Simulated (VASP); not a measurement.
# TaMo2C3 (P-62m) in VASP: single point with r2SCAN

Aim: the single point of TaMo2C3 with r2SCAN.

All numbers are computed with VASP 6.6.1; they aren't measurements. Logs are shortened: lines on timing, memory, paths and dates and some standing lists are left out, and cuts for length are marked.

**1. Starting point**

Symmetry: P-62m, No. 189, hexagonal system. Conventional cell: a = 5.126 Å, b = 5.126 Å, c = 2.848 Å, α = 90.00°, β = 90.00°, γ = 120.00°. Ta (site symmetry -62m) has 6 C at 2.25 Å as nearest neighbours. Mo (site symmetry -6) has 6 C at 2.21 Å as nearest neighbours. C (site symmetry m2m) is surrounded by 4 Mo at 2.21 Å and 2 Ta at 2.25 Å.

The cell was built by a generator and needn't be a form met in nature.

**2. Single point, r2SCAN**

INCAR reads:

```
PREC = Accurate
ENCUT = 520
EDIFF = 1E-6
ISMEAR = 0
SIGMA = 0.1
LREAL = False
LASPH = True
NELM = 150
ALGO = Normal
ISIF = 2
LWAVE = False
LCHARG = False
METAGGA = R2SCAN
LMIXTAU = True
NBANDS = 34
KPAR = 4
```

KPOINTS reads:

```
regular mesh
0
Gamma
  8 8 10
```

POSCAR reads:

```
TaMo2C3                                 
1.0
    5.1257923411      0.0000000000      0.0000000000
   -2.5628961705      4.4390663846      0.0000000000
    0.0000000000      0.0000000000      2.8481595215
  Ta              Mo              C             
     1     2     3
Direct
     0.0000000000000000    0.0000000000000000    0.0000000000000000
     0.6666666699999979    0.3333333300000021    0.0000000000000000
     0.3333333300000021    0.6666666699999979    0.0000000000000000
     0.3400725197427761    0.0000000000000000    0.5000000000000000
     0.6599274802572239    0.6599274802572239    0.5000000000000000
     0.0000000000000000    0.3400725197427761    0.5000000000000000
```

Potentials or basis: VASP PAW PBE potentials, release 64 (Ta_pv, Mo_sv, C).

The run is started by

```sh
$ cat potpaw_PBE.64/Ta_pv/POTCAR potpaw_PBE.64/Mo_sv/POTCAR potpaw_PBE.64/C/POTCAR > POTCAR
$ mpirun -np 4 vasp_std > vasp.out
```

OUTCAR:

```text
PREC = Accurate
   ENCUT = 520
   EDIFF = 1E-6
   ISMEAR = 0
   LREAL = False
   LASPH = True
   NELM = 150
   ISIF = 2
   METAGGA = R2SCAN

 ion  position               nearest neighbor table
   1  0.000  0.000  0.000-   4 2.25   4 2.25   6 2.25   6 2.25   5 2.25   5 2.25   2 2.96   3 2.96
                             2 2.96   3 2.96   2 2.96   3 2.96
   2  0.667  0.333  0.000-   6 2.21   6 2.21   4 2.21   4 2.21   5 2.21   5 2.21   1 2.96   3 2.96
                             3 2.96   1 2.96   1 2.96   3 2.96
   3  0.333  0.667  0.000-   4 2.21   4 2.21   6 2.21   6 2.21   5 2.21   5 2.21   1 2.96   2 2.96
                             2 2.96   1 2.96   1 2.96   2 2.96
   4  0.340  0.000  0.500-   3 2.21   3 2.21   2 2.21   2 2.21   1 2.25   1 2.25
   5  0.660  0.660  0.500-   3 2.21   3 2.21   2 2.21   2 2.21   1 2.25   1 2.25
   6  0.000  0.340  0.500-   2 2.21   2 2.21   3 2.21   3 2.21   1 2.25   1 2.25

  LATTYP: Found a hexagonal cell.
 ALAT       =     5.1257923411
 C/A-ratio  =     0.5556525376

  Lattice vectors:

 A1 = (   5.1257923411,   0.0000000000,   0.0000000000)
 A2 = (  -2.5628961705,   4.4390663846,   0.0000000000)
 A3 = (   0.0000000000,   0.0000000000,   2.8481595215)

Analysis of symmetry for initial positions (statically):
=====================================================================
 Subroutine PRICEL returns:
 Original cell was already a primitive cell.

 Routine SETGRP: Setting up the symmetry group for a
 hexagonal supercell.

 Subroutine GETGRP returns: Found 12 space group operations
 (whereof 12 operations were pure point group operations)
 out of a pool of 24 trial point group operations.

The static configuration has the point symmetry D_3h.

Analysis of symmetry for dynamics (positions and initial velocities):
=====================================================================
 Subroutine PRICEL returns:
 Original cell was already a primitive cell.

 Routine SETGRP: Setting up the symmetry group for a
 hexagonal supercell.

 Subroutine GETGRP returns: Found 12 space group operations
 (whereof 12 operations were pure point group operations)
 out of a pool of 24 trial point group operations.

The dynamic configuration has the point symmetry D_3h.

 Subroutine INISYM returns: Found 12 space group operations
 (whereof 12 operations are pure point group operations),
 and found     1 'primitive' translations

----------------------------------------------------------------------------------------

                                     Primitive cell

  volume of cell :      64.8063

  direct lattice vectors                    reciprocal lattice vectors
     5.125792341  0.000000000  0.000000000     0.195091789  0.112636297  0.000000000
    -2.562896171  4.439066385  0.000000000     0.000000000  0.225272594  0.000000000
     0.000000000  0.000000000  2.848159521     0.000000000  0.000000000  0.351103930

  length of vectors
     5.125792341  5.125792343  2.848159521     0.225272594  0.225272594  0.351103930

  position of ions in fractional coordinates (direct lattice)
     0.000000000  0.000000000  0.000000000
     0.666666670  0.333333330  0.000000000
     0.333333330  0.666666670  0.000000000
     0.340072520  0.000000000  0.500000000
     0.659927480  0.659927480  0.500000000
     1.000000000  0.340072520  0.500000000

  ion indices of the primitive-cell ions
   primitive index   ion index
                 1           1
                 2           2
                 3           3
                 4           4
                 5           5
                 6           6

----------------------------------------------------------------------------------------

 KPOINTS: regular mesh

Automatic generation of k-mesh.
 Grid dimensions read from file:
 generate k-points for:    8    8   10

 Generating k-lattice:

  Cartesian coordinates                     Fractional coordinates (reciprocal lattice)
     0.024386474  0.014079537  0.000000000     0.125000000 -0.000000000  0.000000000
     0.000000000  0.028159074  0.000000000     0.000000000  0.125000000  0.000000000
     0.000000000  0.000000000  0.035110393     0.000000000  0.000000000  0.100000000

  Length of vectors
     0.028159074  0.028159074  0.035110393

  Shift w.r.t. Gamma in fractional coordinates (k-lattice)
     0.000000000  0.000000000  0.000000000

 Subroutine IBZKPT returns following result:
 ===========================================

 Found     60 irreducible k-points:

 Following reciprocal coordinates:
            Coordinates               Weight
  0.000000  0.000000  0.000000      1.000000
  0.125000 -0.000000  0.000000      6.000000
  0.250000 -0.000000  0.000000      6.000000
  0.375000 -0.000000  0.000000      6.000000
  0.500000 -0.000000  0.000000      3.000000
  0.125000  0.125000  0.000000      6.000000
[... 16 lines left out ...]
  0.250000 -0.000000  0.200000     12.000000
  0.375000 -0.000000  0.200000     12.000000
 [... further k-points ...]
   k-points           NKPTS =     60   k-points in BZ     NKDIM =     60   number of bands    NBANDS=     34
   number of dos      NEDOS =    301   number of ions     NIONS =      6
   total plane-waves  NPLWV =  38400
   dimension x,y,z NGX =    40 NGY =   40 NGZ =   24
   dimension x,y,z NGXF=    80 NGYF=   80 NGZF=   48
   ions per type =               1   2   3
   NGX,Y,Z   is equivalent  to a cutoff of  12.97, 12.97, 14.01 a.u.
   NGXF,Y,Z  is equivalent  to a cutoff of  25.95, 25.95, 28.02 a.u.
 SYSTEM =  unknown system
   PREC   = accura    normal or accurate (medium, high low for compatibility)
   ISTART =      0    job   : 0-new  1-cont  2-samecut
   ICHARG =      2    charge: 1-file 2-atom 10-const
   ISPIN  =      1    spin polarized calculation?
   LNONCOLLINEAR =      F non collinear calculations
   LSORBIT =      F    spin-orbit coupling
   LASPH  =      T    aspherical Exc in radial PAW
   ENCUT  =  520.0 eV  38.22 Ry    6.18 a.u.   9.53  9.53  5.30*2*pi/ulx,y,z
   NELM   =    150;   NELMIN=  2; NELMDL= -5     # of ELM steps
   EDIFF  = 0.1E-05   stopping-criterion for ELM
   LREAL  =      F    real-space projection
   EDIFFG = 0.1E-04   stopping-criterion for IOM
   NSW    =      0    number of steps for IOM
   IBRION =     -1    ionic relax: 0-MD 1-quasi-New 2-CG
   NFREE  =      0    steps in history (QN), initial steepest desc. (CG)
   ISIF   =      2    stress and relaxation
   ISYM   =      2    0-nonsym 1-usesym 2-fastsym
   POTIM  = 0.5000    time-step for ionic-motion
   TEBEG  =    0.0;   TEEND  =   0.0 temperature during run
   PSTRESS=    0.0 pullay stress
   NELECT =      51.0000    total number of electrons
   NUPDOWN=      -1.0000    fix difference up-down
   EMIN   =  10.00;   EMAX   =-10.00  energy-range for DOS
   EFERMI =   0.00;   METHOD = LEGACY
   ISMEAR =     0;   SIGMA  =   0.10  broadening in eV -4-tet -1-fermi 0-gaus
   EFERMI_NEDOS =   21; number of points for ismear=-14 and -15
   IALGO  =     38    algorithm
   IMIX   =      4    mixing-type and parameters
     AMIX     =   0.40;   BMIX     =  1.00
     AMIX_MAG =   1.60;   BMIX_MAG =  1.00
  volume/ion in A,a.u.               =      10.80        72.89
  Fermi-wavevector in a.u.,A,eV,Ry     =   1.511446  2.856218 31.082079  2.284468
  Thomas-Fermi vector in A             =   2.621502
   LORBIT       =      0    0 simple, 1 ext, 2 COOP (PROOUT), +10 PAW based schemes
   METAGGA = R2SCAN    functional components
   LHFCALC =     F    Hartree Fock is set to
   AEXX    =    0.0000 exact exchange contribution
   IVDW    =     0    specifies the selected vdW correction
   LEPSILON=     F    determine dielectric tensor
   LRPA    =     F    only Hartree local field effects (RPA)
 non-spin polarized calculation
 Gauss-broadening in eV      SIGMA  =   0.10
  energy-cutoff  :      520.00
  volume of cell :       64.81
 maximum number of plane-waves:      1774
 NGX is ok and might be reduce to    40
   NGX = 19   NGY = 19   NGZ = 11

 number of electron      51.0000003 magnetization

 Free energy of the ion-electron system (eV)
  ---------------------------------------------------
  ext. energy  EPLUGINS =         0.00000000
  ---------------------------------------------------
  free energy    TOTEN  =      -131.64767637 eV

  energy without entropy =     -131.63697479  energy(sigma->0) =     -131.64232558

 E-fermi :   9.5735     XC(G=0): -14.3883

 val. band max:        9.5413715843   @ k =   0.2500  -0.0000   0.3000
 cond. band min:       9.5928858680   @ k =   0.3750   0.1250   0.3000
 fundamental gap:      0.0515142837
 Fermi energy:         9.5735337752

 k-point     1 :       0.0000    0.0000    0.0000
  band No.  band energies     occupation
      1     -53.1605      2.00000
      2     -53.0829      2.00000
      3     -26.7458      2.00000
      4     -26.7458      2.00000
      5     -26.4576      2.00000
      6     -26.4576      2.00000
[... 26 lines left out ...]
     33      13.3616      0.00000
     34      13.3616      0.00000

 k-point     2 :       0.1250   -0.0000    0.0000
  band No.  band energies     occupation
      1     -53.1580      2.00000
      2     -53.0855      2.00000
      3     -26.7658      2.00000
      4     -26.7496      2.00000
      5     -26.4399      2.00000
      6     -26.4361      2.00000
[... 26 lines left out ...]
     33      13.6374      0.00000
     34      13.7793      0.00000

 k-point     3 :       0.2500   -0.0000    0.0000
  band No.  band energies     occupation
      1     -53.1508      2.00000
      2     -53.0928      2.00000
      3     -26.8058      2.00000
      4     -26.7387      2.00000
      5     -26.4241      2.00000
      6     -26.3927      2.00000
[... 26 lines left out ...]
     33      14.2133      0.00000
     34      14.6604      0.00000

 k-point     4 :       0.3750   -0.0000    0.0000
  band No.  band energies     occupation
      1     -53.1410      2.00000
      2     -53.1027      2.00000
      3     -26.8389      2.00000
      4     -26.6945      2.00000
      5     -26.4526      2.00000
      6     -26.3562      2.00000
[... 26 lines left out ...]
     33      14.3187      0.00000
     34      14.8786      0.00000

 k-point     5 :       0.5000   -0.0000    0.0000
  band No.  band energies     occupation
      1     -53.1349      2.00000
      2     -53.1089      2.00000
      3     -26.8512      2.00000
      4     -26.6565      2.00000
      5     -26.4877      2.00000
      6     -26.3425      2.00000
[... 621 lines left out ...]
 k-point    22 :       0.1250   -0.0000    0.2000
  band No.  band energies     occupation
      1     -53.1302      2.00000
      2     -53.0587      2.00000
      3     -26.7245      2.00000
      4     -26.7088      2.00000
      5     -26.4391      2.00000
      6     -26.4054      2.00000
[... 26 lines left out ...]
     33      14.8417      0.00000
     34      14.8765      0.00000

 k-point    23 :       0.2500   -0.0000    0.2000
  band No.  band energies     occupation
      1     -53.1231      2.00000
      2     -53.0660      2.00000
      3     -26.7630      2.00000
      4     -26.6979      2.00000
      5     -26.4292      2.00000
      6     -26.3902      2.00000
[... 26 lines left out ...]
     33      15.0259      0.00000
     34      15.2135      0.00000

 k-point    24 :       0.3750   -0.0000    0.2000
  band No.  band energies     occupation
      1     -53.1135      2.00000
      2     -53.0757      2.00000
      3     -26.7948      2.00000
      4     -26.6554      2.00000
      5     -26.4283      2.00000
      6     -26.4042      2.00000
[... 26 lines left out ...]
     33      15.0053      0.00000
     34      15.3317      0.00000

 [... further k-points ...]
[... 5 lines left out ...]
  --------------------------------------------------------------------------------------
  -------------------------------------------------------------------------------------
  Total       -0.5729789     -0.5729789     -1.1439927     -0.0000000      0.0000000      0.0000000
  in kB      -14.1655113    -14.1655113    -28.2824414     -0.0000000      0.0000000      0.0000000
  external PRESSURE =     -18.8711547 kB  Pullay stress =       0.0000000 kB

 VOLUME and BASIS-vectors are now :
 -----------------------------------------------------------------------------
  energy-cutoff  :      520.00
  volume of cell :       64.81
      direct lattice vectors                 reciprocal lattice vectors
     5.125792341  0.000000000  0.000000000     0.195091789  0.112636297  0.000000000
    -2.562896171  4.439066385  0.000000000     0.000000000  0.225272594  0.000000000
     0.000000000  0.000000000  2.848159521     0.000000000  0.000000000  0.351103930

 POSITION                                       TOTAL-FORCE (eV/Angst)
 -----------------------------------------------------------------------------------
      0.00000      0.00000      0.00000         0.000000     -0.000000     -0.000000
      2.56290      1.47969      0.00000        -0.000000     -0.000000     -0.000000
     -0.00000      2.95938      0.00000         0.000000     -0.000000     -0.000000
      1.74314      0.00000      1.42408        -0.059993     -0.000000      0.000000
      1.69133      2.92946      1.42408         0.029997      0.051955     -0.000000
     -0.87157      1.50960      1.42408         0.029997     -0.051955     -0.000000
 -----------------------------------------------------------------------------------
    total drift:                                0.000002      0.000003     -0.000000

  FREE ENERGIE OF THE ION-ELECTRON SYSTEM (eV)
  ---------------------------------------------------
  free  energy   TOTEN  =      -131.6476763711 eV

  energy  without entropy=     -131.6369747866  energy(sigma->0) =     -131.64232558
```

Wall time 1.7 min (4 MPI ranks of Intel Xeon Platinum 8488C (Sapphire Rapids), shared host); peak memory 0.28 GiB.

What came out:

| Property | Result |
| --- | --- |
| Free energy | -131.6477 eV |
| Pressure | -1.9 GPa |
| Largest force | 0.060 eV/Å |
| Band gap on the k mesh | none (metal or under the smearing width) |

Forces in eV/Å, atoms in the order of the input:
```
Ta   0.000  0.000  0.000
Mo   0.000  0.000  0.000
Mo   0.000  0.000  0.000
C   -0.060  0.000  0.000
C    0.030  0.052  0.000
C    0.030 -0.052  0.000
```

Caveat: the PAW data sets were made with another functional, which shifts forces and pressure a little. The run has no spin-orbit coupling, so splittings on Ta are missing.
